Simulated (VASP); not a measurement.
Given:

```
Nb3Sn
1.0
    5.31548     0.00000     0.00000
    0.00000     5.31548     0.00000
    0.00000     0.00000     5.31548
Nb Sn
6 2
Direct
  0.25000   0.00000   0.50000
  0.50000   0.25000   0.00000
  0.50000   0.75000   0.00000
  0.75000   0.00000   0.50000
  0.00000   0.50000   0.75000
  0.00000   0.50000   0.25000
  0.50000   0.50000   0.50000
  0.00000   0.00000   0.00000
```

Method: PBE GGA, VASP's PBE PAW potentials (set 64) (plane waves; VASP 6.6.1). Run with 500 eV cut-off, 6×6×6 Γ-centred mesh, first-order Methfessel-Paxton smearing of 0.10 eV, potentials Nb_sv Sn_d.

Energy and stress use the plane-wave basis of the starting cell.

Task: The ions, cell shape and volume at an external pressure of 5.0 GPa are relaxed. What does this cell relax into?

Result: 
```
Nb3Sn
1.0
    5.26562     0.00000     0.00000
    0.00000     5.26562     0.00000
    0.00000     0.00000     5.26562
Nb Sn
6 2
Cartesian
  1.31641   0.00000   2.63281
  2.63281   1.31641   0.00000
  2.63281   3.94922   0.00000
  3.94922   0.00000   2.63281
  0.00000   2.63281   3.94922
  0.00000   2.63281   1.31641
  2.63281   2.63281   2.63281
  0.00000   0.00000   0.00000
```
Space group Pm-3n (223), at a tolerance of 0.03 Å.

Task: How do energy and volume change from the first to the last step?

Result: The energy (σ→0) changes by +7.8 meV/atom and the volume by -2.8 %, in 3 ionic steps.

```
step  E(σ→0) (eV)  max force (eV/Å)  pressure (GPa)  volume (Å³)
----  -----------  ----------------  --------------  -----------
1        -70.3637             0.000            0.01       150.18
2        -69.7634             0.000           16.76       137.82
3        -70.3012             0.000            4.89       146.00
```

The compound is Nb3Sn in the A15 structure. This run relaxes it under an external pressure of 5 GPa. Symmetry was kept, so distortions that lower it aren't found.
